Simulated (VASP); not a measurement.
Method: LDA (Ceperley-Alder, Perdew-Zunger), VASP's LDA PAW potentials (set 64) (plane waves; VASP).

VASP input:

File POSCAR:
```
Mo3Si
1
    4.8900000000     0.0000000000     0.0000000000
    0.0000000000     4.8900000000     0.0000000000
    0.0000000000     0.0000000000     4.8900000000
Si Mo
2 6
Direct
  0.5028680000   0.4917910000   0.5000340000
 -0.0034400000   0.0078110000  -0.0016140000
  0.2515300000  -0.0040020000   0.4889750000
  0.4988650000   0.2587100000   0.0061430000
  0.4993460000   0.7497700000  -0.0051770000
  0.7353170000  -0.0014300000   0.5017620000
  0.0030430000   0.4963350000   0.7596300000
  0.0124720000   0.5010140000   0.2502460000
```

**INCAR**
```
NSW  =  50   ! most ionic steps
LCHARG  =  .False.
SYSTEM  =  Mo3Si
EDIFF  =  1E-6   ! SCF stop (eV)
NELM  =  100   ! most electronic steps
PREC  =  Accurate
ISMEAR  =  1   ! Methfessel-Paxton
LWAVE  =  .False.
SIGMA  =  0.1   ! width (eV)
ALGO  =  Normal
LREAL  =  .False.
ISIF  =  3
ENCUT  =  300   ! plane-wave cut-off (eV)
LMAXMIX  =  4
EDIFFG  =  -0.01   ! ionic stop
IBRION  =  2   ! conjugate gradients
LASPH  =  .True.
```

KPOINTS:
```
Automatic mesh
0
Gamma
5 5 5
0 0 0
```

POTCAR, in this order: Si Mo_sv (LDA.64 set). Program: vasp_std.

At this cut-off the stress carries a Pulay error, which pulls relaxed volumes low. Energy and stress use the plane-wave basis of the starting cell.

**Question.** Estimate the energy per atom (σ→0), volume per atom, band gap (on the k-mesh).

**Answer.** 
```yaml
energy per atom (σ→0): -10.972 eV/atom
band gap (on the k-mesh): none (metal, semimetal or under 0.01 eV)
volume_per_atom: 14.11 Å³/atom
```

**OSZICAR**
```
...
DAV:   2    -0.877719801864E+02    0.12520E-06   -0.61727E-07  3822   0.498E-03
  20 F= -.87771980E+02 E0= -.87772367E+02  d E =-.309567E-04
       N       E                     dE             d eps       ncg     rms          rms(c)
DAV:   1    -0.877720045639E+02   -0.24252E-04   -0.63194E-03  6930   0.588E-01    0.601E-02
DAV:   2    -0.877719997776E+02    0.47863E-05   -0.30849E-04  7666   0.105E-01    0.179E-02
DAV:   3    -0.877719965554E+02    0.32222E-05   -0.20322E-05  8566   0.261E-02    0.990E-03
DAV:   4    -0.877719963953E+02    0.16012E-06   -0.30866E-06  6271   0.130E-02
  21 F= -.87771996E+02 E0= -.87772381E+02  d E =-.162089E-04
```

The structure is a typed Mo3Si crystal. In the starting cell atoms are displaced from their ideal sites. This run relaxes it. The run is one of a series of settings (EDIFFG = -0.01, GGA removed, IBRION = 2, ISIF = 3, NSW = 50, POTCAR Si Mo_sv (LDA.64 set) against the base run), some of them coarse on purpose.
